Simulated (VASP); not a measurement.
Consider the following.

```xyz
6
Lattice="4.3984 0.0000 0.0000 0.0000 4.3984 0.0000 0.0000 0.0000 2.8658" Properties=species:S:1:pos:R:3 pbc="T T T"
Mn     0.0000     0.0000     0.0000
Mn     2.1992     2.1992     1.4329
O      1.3375     1.3375     0.0000
O      3.5367     0.8617     1.4329
O      0.8617     3.5367     1.4329
O      3.0609     3.0609     0.0000
```
Starting moments (μB, in the order of the record's atoms Mn Mn O O O O): 2.5 -2.5 0.0 0.0 0.0 0.0.

Level of theory: PBE GGA with D4 dispersion, VASP's PBE PAW potentials (set 64) (plane waves; VASP). Numerical set-up: 520 eV cut-off, 8×8×12 Γ-centred mesh, tetrahedra with Blöchl corrections, potentials Mn_pv O.

Predict the cell moment, energy per atom (σ→0), band gap (on the k-mesh) with the smallest direct gap where there is one.

```
Item                                                        Result
------------------------  ----------------------------------------
band gap (on the k-mesh)  none (metal, semimetal or under 0.01 eV)
cell moment                                                0.00 μB
energy per atom (σ→0)                               -8.205 eV/atom
```

Give the moment on each site (PAW-sphere projection).

```tsv
site	moment (μB)
Mn1	2.50
Mn2	-2.50
O3	-0.05
O4	0.05
O5	0.05
O6	-0.05
```

The absolute energy has meaning only against runs of the same code, potentials and settings.

The compound is MnO2 in the rutile structure. It was relaxed first.
